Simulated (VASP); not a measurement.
A run of VASP 6.6.1:

run.py

```python
from ase.calculators.vasp import Vasp
from ase.dft.bandgap import bandgap
from ase.io import read

atoms = read('Zr2Zn2N3.cif')
calc = Vasp(
    directory='calc',
    xc='pbe',
    pp='PBE',
    setups='gw',
    prec='Accurate',
    encut=600,
    ediff=1e-06,
    ismear=0,
    sigma=0.05,
    lreal=False,
    lasph=True,
    nelm=60,
    algo='Normal',
    isif=2,
    lwave=False,
    lcharg=True,
    lmaxmix=4,
    ivdw=2,
    kpts=[10, 10, 3],
    gamma=True,
)
atoms.calc = calc

print('energy (eV):', atoms.get_potential_energy())
print('free energy (eV):', atoms.get_potential_energy(force_consistent=True))
efermi = calc.get_fermi_level()
print('Fermi level (eV):', efermi)
path = atoms.cell.bandpath(npoints=40, eps=1e-4)
print('path:', path.path)
calc.set(kpts=path.kpts, reciprocal=True, icharg=11, isym=0, lcharg=False)
calc.calculate(atoms)
print('gap on the path (eV):', bandgap(calc, efermi=efermi)[0])
print('direct gap on the path (eV):', bandgap(calc, efermi=efermi, direct=True)[0])
```

File Zr2Zn2N3.cif:

```cif
data_Zr2Zn2N3
_cell_length_a 3.22040701
_cell_length_b 3.22040701
_cell_length_c 10.27857600
_cell_angle_alpha 90.00000000
_cell_angle_beta 90.00000000
_cell_angle_gamma 120.00000000
_space_group_name_H-M_alt 'P1'
_space_group_name_Hall 'P 1'
_space_group_IT_number 1
loop_
_space_group_symop_operation_xyz
'x,y,z'
loop_
_atom_site_label
_atom_site_type_symbol
_atom_site_symmetry_multiplicity
_atom_site_Wyckoff_symbol
_atom_site_fract_x
_atom_site_fract_y
_atom_site_fract_z
_atom_site_occupancy
Zr1 Zr 1 a 0.3333333333 0.6666666667 0.1350020000 1
Zr2 Zr 1 a 0.6666666667 0.3333333333 0.8649980000 1
Zn1 Zn 1 a 0.6666666667 0.3333333333 0.5921750000 1
Zn2 Zn 1 a 0.3333333333 0.6666666667 0.4078250000 1
N1 N 1 a 0.0000000000 0.0000000000 0.0000000000 1
N2 N 1 a 0.6666666667 0.3333333333 0.2518160000 1
N3 N 1 a 0.3333333333 0.6666666667 0.7481840000 1
```

Potentials or basis: VASP PAW PBE potentials, release 64 (Zr_sv_GW, Zn_sv_GW, N_GW).

Launch:

```sh
$ python run.py
```

Hardware: 1 thread of Intel(R) Xeon(R) Platinum 8488C (Sapphire Rapids) (shared host).

Problem. Estimate the wall time of this run.

Solution. Wall time 12 min on 1 thread of Intel(R) Xeon(R) Platinum 8488C (Sapphire Rapids) (shared host), peak memory 0.41 GiB. Counts: scf iterations 16, k points 40.
